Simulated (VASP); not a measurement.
# Be3Se2S (I-4m2) in VASP: density of states with PBE

Aim: the density of states of Be3Se2S with PBE.

All numbers are computed with VASP 6.6.1; they aren't measurements. Logs are shortened: lines on timing, memory, paths and dates and some standing lists are left out, and cuts for length are marked.

**1. The structure**

Symmetry: I-4m2, No. 119, tetragonal system. The conventional cell has a = 3.593 Å, b = 3.593 Å, c = 15.232 Å, α = 90.00°, β = 90.00°, γ = 90.00°. Around Be (site symmetry -4m2) lie 4 Se at 2.22 Å. Be (site symmetry 2mm) has 2 S at 2.15 Å and 2 Se at 2.23 Å as nearest neighbours. Se (site symmetry 2mm) is surrounded by 4 Be at 2.22 to 2.23 Å. S (site symmetry -4m2) has 4 Be at 2.15 Å as nearest neighbours.

The cell was built by a generator and needn't be a form met in nature.

**2. Density of states, PBE**

The input, POSCAR:

```
Be3Se2S
1.0
   -1.7966500000      1.7966500000      7.6159400000
    1.7966500000     -1.7966500000      7.6159400000
    1.7966500000      1.7966500000     -7.6159400000
Be Se S
3 2 1
Direct
    0.7500000000      0.2500000000      0.5000000000
    0.0771990000      0.5771990000      0.5000000000
    0.4228010000      0.9228010000      0.5000000000
    0.6638460000      0.6638460000      0.0000000000
    0.3361540000      0.3361540000      0.0000000000
    0.0000000000      0.0000000000      0.0000000000
```

The input, INCAR.step1:

```
  PREC = Accurate
  ENCUT = 520
  EDIFF = 1E-6
  ISMEAR = 0
  SIGMA = 0.03
  LREAL = F
  LASPH = T
  NELM = 100
  ALGO = Normal
  ISIF = 2
  LWAVE = F
  LCHARG = T
  GGA = PE
  NBANDS = 21
  KPAR = 2
```

The input, KPOINTS.step1:

```
regular mesh
0
Gamma
  10 10 10
```

The input, INCAR.step2:

```
  PREC = Accurate
  ENCUT = 520
  EDIFF = 1E-6
  ISMEAR = -5
  SIGMA = 0.03
  LREAL = F
  LASPH = T
  NELM = 100
  ALGO = Normal
  ISIF = 2
  LWAVE = F
  LCHARG = F
  GGA = PE
  LORBIT = 10
  NBANDS = 21
  KPAR = 2
  NEDOS = 2001
  ICHARG = 11
```

The input, KPOINTS.step2:

```
regular mesh
0
Gamma
  15 15 15
```

Potentials or basis: VASP PAW PBE potentials, release 64 (Be, Se, S).

Run with:

```
$ cat potpaw_PBE.64/Be/POTCAR potpaw_PBE.64/Se/POTCAR potpaw_PBE.64/S/POTCAR > POTCAR
$ cp INCAR.step1 INCAR
$ cp KPOINTS.step1 KPOINTS
$ mpirun -np 2 vasp_std > vasp.out
$ cp INCAR.step2 INCAR
$ cp KPOINTS.step2 KPOINTS
$ mpirun -np 2 vasp_std > vasp.out
```

OUTCAR:

```text
PREC = Accurate
   ENCUT = 520
   EDIFF = 1E-6
   ISMEAR = -5
   LREAL = F
   LASPH = T
   NELM = 100
   ISIF = 2
   GGA = PE
   LORBIT = 10
   ICHARG = 11

 ion  position               nearest neighbor table
   1  0.750  0.250  0.500-   5 2.22   4 2.22   5 2.22   4 2.22
   2  0.077  0.577  0.500-   6 2.15   6 2.15   4 2.23   4 2.23
   3  0.423  0.923  0.500-   6 2.15   6 2.15   5 2.23   5 2.23
   4  0.664  0.664  0.000-   1 2.22   1 2.22   2 2.23   2 2.23
   5  0.336  0.336  0.000-   1 2.22   1 2.22   3 2.23   3 2.23
   6  0.000  0.000  0.000-   2 2.15   3 2.15   2 2.15   3 2.15

  LATTYP: Found a body centered tetragonal cell.
 ALAT       =     3.5933000000
 C/A-ratio  =     4.2389669663

  Lattice vectors:

 A1 = (  -1.7966500000,   1.7966500000,   7.6159400000)
 A2 = (   1.7966500000,  -1.7966500000,   7.6159400000)
 A3 = (   1.7966500000,   1.7966500000,  -7.6159400000)

Analysis of symmetry for initial positions (statically):
=====================================================================
 Subroutine PRICEL returns:
 Original cell was already a primitive cell.

 Routine SETGRP: Setting up the symmetry group for a
 body centered tetragonal supercell.

 Subroutine GETGRP returns: Found  8 space group operations
 (whereof  8 operations were pure point group operations)
 out of a pool of 16 trial point group operations.

The static configuration has the point symmetry D_2d.

Analysis of symmetry for dynamics (positions and initial velocities):
=====================================================================
 Subroutine PRICEL returns:
 Original cell was already a primitive cell.

 Routine SETGRP: Setting up the symmetry group for a
 body centered tetragonal supercell.

 Subroutine GETGRP returns: Found  8 space group operations
 (whereof  8 operations were pure point group operations)
 out of a pool of 16 trial point group operations.

The dynamic configuration has the point symmetry D_2d.

 Subroutine INISYM returns: Found  8 space group operations
 (whereof  8 operations are pure point group operations),
 and found     1 'primitive' translations

----------------------------------------------------------------------------------------

                                     Primitive cell

  volume of cell :      98.3355

  direct lattice vectors                    reciprocal lattice vectors
    -1.796650000  1.796650000  7.615940000     0.000000000  0.278295717  0.065651778
     1.796650000 -1.796650000  7.615940000     0.278295717  0.000000000  0.065651778
     1.796650000  1.796650000 -7.615940000     0.278295717  0.278295717  0.000000000

  length of vectors
     8.028601655  8.028601655  8.028601655     0.285934716  0.285934716  0.393569577

  position of ions in fractional coordinates (direct lattice)
     0.750000000  0.250000000  0.500000000
     0.077199000  0.577199000  0.500000000
     0.422801000  0.922801000  0.500000000
     0.663846000  0.663846000  0.000000000
     0.336154000  0.336154000  0.000000000
     0.000000000  0.000000000  0.000000000

  ion indices of the primitive-cell ions
   primitive index   ion index
                 1           1
                 2           2
                 3           3
                 4           4
                 5           5
                 6           6

----------------------------------------------------------------------------------------

 KPOINTS: regular mesh

Automatic generation of k-mesh.
 Grid dimensions read from file:
 generate k-points for:   15   15   15

 Generating k-lattice:

  Cartesian coordinates                     Fractional coordinates (reciprocal lattice)
     0.000000000  0.018553048  0.004376785     0.066666667 -0.000000000  0.000000000
     0.018553048  0.000000000  0.004376785    -0.000000000  0.066666667  0.000000000
     0.018553048  0.018553048  0.000000000     0.000000000  0.000000000  0.066666667

  Length of vectors
     0.019062314  0.019062314  0.026237972

  Shift w.r.t. Gamma in fractional coordinates (k-lattice)
     0.000000000  0.000000000  0.000000000

 TETIRR: Found   4311 inequivalent tetrahedra from    20250

 Subroutine IBZKPT returns following result:
 ===========================================

 Found    288 irreducible k-points:

 Following reciprocal coordinates:
            Coordinates               Weight
  0.000000  0.000000  0.000000      1.000000
  0.066667  0.000000  0.000000      8.000000
  0.133333  0.000000  0.000000      8.000000
  0.200000  0.000000 -0.000000      8.000000
  0.266667  0.000000  0.000000      8.000000
  0.333333  0.000000  0.000000      8.000000
[... 16 lines left out ...]
  0.133333  0.133333  0.000000      8.000000
  0.200000  0.133333  0.000000     16.000000
 [... further k-points ...]
   k-points           NKPTS =    288   k-points in BZ     NKDIM =    288   number of bands    NBANDS=     21
   number of dos      NEDOS =   2001   number of ions     NIONS =      6
   total plane-waves  NPLWV = 216000
   dimension x,y,z NGX =    60 NGY =   60 NGZ =   60
   dimension x,y,z NGXF=   120 NGYF=  120 NGZF=  120
   ions per type =               3   2   1
   NGX,Y,Z   is equivalent  to a cutoff of  12.42, 12.42, 12.42 a.u.
   NGXF,Y,Z  is equivalent  to a cutoff of  24.85, 24.85, 24.85 a.u.
 SYSTEM =  unknown system
   PREC   = accura    normal or accurate (medium, high low for compatibility)
   ISTART =      0    job   : 0-new  1-cont  2-samecut
   ICHARG =     11    charge: 1-file 2-atom 10-const
   ISPIN  =      1    spin polarized calculation?
   LNONCOLLINEAR =      F non collinear calculations
   LSORBIT =      F    spin-orbit coupling
   LASPH  =      T    aspherical Exc in radial PAW
   ENCUT  =  520.0 eV  38.22 Ry    6.18 a.u.  14.93 14.93 14.93*2*pi/ulx,y,z
   NELM   =    100;   NELMIN=  2; NELMDL=  0     # of ELM steps
   EDIFF  = 0.1E-05   stopping-criterion for ELM
   LREAL  =      F    real-space projection
   EDIFFG = 0.1E-04   stopping-criterion for IOM
   NSW    =      0    number of steps for IOM
   IBRION =     -1    ionic relax: 0-MD 1-quasi-New 2-CG
   NFREE  =      0    steps in history (QN), initial steepest desc. (CG)
   ISIF   =      2    stress and relaxation
   ISYM   =      2    0-nonsym 1-usesym 2-fastsym
   POTIM  = 0.5000    time-step for ionic-motion
   TEBEG  =    0.0;   TEEND  =   0.0 temperature during run
   PSTRESS=    0.0 pullay stress
   NELECT =      24.0000    total number of electrons
   NUPDOWN=      -1.0000    fix difference up-down
   EMIN   =  10.00;   EMAX   =-10.00  energy-range for DOS
   EFERMI =   0.00;   METHOD = LEGACY
   ISMEAR =    -5;   SIGMA  =   0.03  broadening in eV -4-tet -1-fermi 0-gaus
   EFERMI_NEDOS =   21; number of points for ismear=-14 and -15
   IALGO  =     38    algorithm
   IMIX   =      4    mixing-type and parameters
     AMIX     =   0.40;   BMIX     =  1.00
     AMIX_MAG =   1.60;   BMIX_MAG =  1.00
  volume/ion in A,a.u.               =      16.39       110.60
  Fermi-wavevector in a.u.,A,eV,Ry     =   1.023077  1.933336 14.241042  1.046687
  Thomas-Fermi vector in A             =   2.156791
   LORBIT       =     10    0 simple, 1 ext, 2 COOP (PROOUT), +10 PAW based schemes
   GGA     = PE    functional components
   LHFCALC =     F    Hartree Fock is set to
   AEXX    =    0.0000 exact exchange contribution
   IVDW    =     0    specifies the selected vdW correction
   LEPSILON=     F    determine dielectric tensor
   LRPA    =     F    only Hartree local field effects (RPA)
 non-spin polarized calculation
 Fermi weights with tetrahedron method with Bloechl corrections
  energy-cutoff  :      520.00
  volume of cell :       98.34
 maximum number of plane-waves:      2674

 number of electron      23.9999999 magnetization

 Free energy of the ion-electron system (eV)
  ---------------------------------------------------
  ext. energy  EPLUGINS =         0.00000000
  ---------------------------------------------------
  free energy    TOTEN  =       -27.64778209 eV

  energy without entropy =      -27.64778209  energy(sigma->0) =      -27.64778209

 E-fermi :   3.5099     XC(G=0):  -9.4500

 val. band max:        3.5027654378   @ k =   0.0000   0.0000   0.0000
 cond. band min:       6.2237749529   @ k =  -0.4667  -0.4667   0.4667
 fundamental gap:      2.7210095152
 Fermi energy:         3.5099147744

 k-point     1 :       0.0000    0.0000    0.0000
  band No.  band energies     occupation
      1     -10.2201      2.00000
      2      -8.9721      2.00000
      3      -8.9407      2.00000
      4      -0.4844      2.00000
      5      -0.4814      2.00000
      6       0.8742      2.00000
[... 13 lines left out ...]
     20       8.8209      0.00000
     21      13.0902      0.00000

 k-point     2 :       0.0667    0.0000    0.0000
  band No.  band energies     occupation
      1     -10.1884      2.00000
      2      -9.0058      2.00000
      3      -8.8779      2.00000
      4      -0.6544      2.00000
      5      -0.4262      2.00000
      6       0.8293      2.00000
[... 13 lines left out ...]
     20       9.0282      0.00000
     21      12.6235      0.00000

 k-point     3 :       0.1333    0.0000    0.0000
  band No.  band energies     occupation
      1     -10.0945      2.00000
      2      -9.0196      2.00000
      3      -8.7836      2.00000
      4      -0.9002      2.00000
      5      -0.5624      2.00000
      6       0.7304      2.00000
[... 13 lines left out ...]
     20       9.7043      0.00000
     21      11.8071      0.00000
[... 457 lines left out ...]
 k-point    23 :       0.1333    0.1333    0.0000
  band No.  band energies     occupation
      1      -9.9591      2.00000
      2      -9.0678      2.00000
      3      -8.6357      2.00000
      4      -1.0465      2.00000
      5      -0.5382      2.00000
      6       0.3299      2.00000
[... 13 lines left out ...]
     20      10.1679      0.00000
     21      10.4737      0.00000

 k-point    24 :       0.2000    0.1333    0.0000
  band No.  band energies     occupation
      1      -9.8062      2.00000
      2      -9.0387      2.00000
      3      -8.5572      2.00000
      4      -1.1641      2.00000
      5      -0.7609      2.00000
      6       0.1409      2.00000
[... 13 lines left out ...]
     20      10.5893      0.00000
     21      10.8797      0.00000

 [... further k-points ...]
[... 5 lines left out ...]
  --------------------------------------------------------------------------------------
  -------------------------------------------------------------------------------------
  Total       -0.0024180     -0.0024180      0.0004194      0.0000000      0.0000000      0.0000000
  in kB       -0.0393967     -0.0393967      0.0068340      0.0000000      0.0000000      0.0000000
  external PRESSURE =      -0.0239864 kB  Pullay stress =       0.0000000 kB

 VOLUME and BASIS-vectors are now :
 -----------------------------------------------------------------------------
  energy-cutoff  :      520.00
  volume of cell :       98.34
      direct lattice vectors                 reciprocal lattice vectors
    -1.796650000  1.796650000  7.615940000     0.000000000  0.278295717  0.065651778
     1.796650000 -1.796650000  7.615940000     0.278295717  0.000000000  0.065651778
     1.796650000  1.796650000 -7.615940000     0.278295717  0.278295717  0.000000000

 POSITION                                       TOTAL-FORCE (eV/Angst)
 -----------------------------------------------------------------------------------
     -0.00000      1.79665      3.80797         0.000000      0.000000      0.000000
      1.79665      0.00000      1.17589        -0.000000     -0.000000     -0.000594
      1.79665      0.00000      6.44005         0.000000      0.000000      0.000594
      0.00000      0.00000     10.11162        -0.000000     -0.000000     -0.000865
      0.00000      0.00000      5.12026        -0.000000     -0.000000      0.000865
      0.00000      0.00000      0.00000         0.000000      0.000000     -0.000000
 -----------------------------------------------------------------------------------
    total drift:                                0.000000     -0.000000     -0.000000

  FREE ENERGIE OF THE ION-ELECTRON SYSTEM (eV)
  ---------------------------------------------------
  free  energy   TOTEN  =       -27.6477820879 eV

  energy  without entropy=      -27.6477820879  energy(sigma->0) =      -27.64778209

 total charge

# of ion       s       p       d       tot
------------------------------------------
    1        0.380   0.610   0.000   0.990
    2        0.374   0.598   0.000   0.971
    3        0.374   0.598   0.000   0.971
    4        1.423   2.529   0.031   3.984
    5        1.423   2.529   0.031   3.984
    6        1.305   2.492   0.000   3.797
--------------------------------------------------
tot          5.280   9.355   0.063  14.698
```

Run time: 10 min. Hardware: 2 MPI ranks of Intel Xeon Platinum 8559C (Emerald Rapids), shared host; peak memory 0.86 GiB.

What came out:

| Property | Result |
| --- | --- |
| Valence electrons inside the program's atomic spheres | Be 0.99, 0.97; Se 3.98; S 3.80 |

States per cell in windows of 0.5 eV (zero at the valence-band top; states under -8 eV left out):
```tsv
from (eV)	total	S6_p	Se4_p	Se5_p	Be1_p	Be2_p	Be3_p
-8.0	0.00	0.00	0.00	0.00	0.00	0.00	0.00
-7.5	0.00	0.00	0.00	0.00	0.00	0.00	0.00
-7.0	0.00	0.00	0.00	0.00	0.00	0.00	0.00
-6.5	0.00	0.00	0.00	0.00	0.00	0.00	0.00
-6.0	0.16	0.02	0.01	0.01	0.00	0.00	0.00
-5.5	0.91	0.14	0.08	0.08	0.01	0.02	0.02
-5.0	2.78	0.38	0.28	0.28	0.03	0.04	0.04
-4.5	1.02	0.13	0.11	0.11	0.02	0.02	0.02
-4.0	1.29	0.19	0.15	0.15	0.03	0.04	0.04
-3.5	1.70	0.28	0.19	0.19	0.04	0.06	0.06
-3.0	2.18	0.39	0.26	0.26	0.07	0.09	0.09
-2.5	2.44	0.38	0.35	0.35	0.10	0.10	0.10
-2.0	1.99	0.22	0.35	0.35	0.10	0.07	0.07
-1.5	1.90	0.19	0.37	0.37	0.10	0.06	0.06
-1.0	1.27	0.11	0.28	0.28	0.05	0.04	0.04
-0.5	0.43	0.05	0.09	0.09	0.01	0.01	0.01
0.0	0.00	0.00	0.00	0.00	0.00	0.00	0.00
0.5	0.00	0.00	0.00	0.00	0.00	0.00	0.00
1.0	0.00	0.00	0.00	0.00	0.00	0.00	0.00
1.5	0.00	0.00	0.00	0.00	0.00	0.00	0.00
2.0	0.00	0.00	0.00	0.00	0.00	0.00	0.00
2.5	0.05	0.00	0.00	0.00	0.00	0.00	0.00
3.0	0.26	0.00	0.00	0.00	0.01	0.01	0.01
3.5	0.56	0.01	0.01	0.01	0.03	0.03	0.03
4.0	0.95	0.01	0.01	0.01	0.05	0.06	0.06
4.5	2.01	0.03	0.02	0.02	0.11	0.11	0.11
5.0	2.39	0.04	0.03	0.03	0.14	0.14	0.14
5.5	2.07	0.07	0.05	0.05	0.13	0.13	0.13
6.0	2.59	0.09	0.08	0.08	0.18	0.16	0.16
6.5	2.09	0.08	0.08	0.08	0.14	0.13	0.13
7.0	1.80	0.08	0.08	0.08	0.11	0.12	0.12
7.5	1.49	0.07	0.07	0.07	0.09	0.09	0.09
```
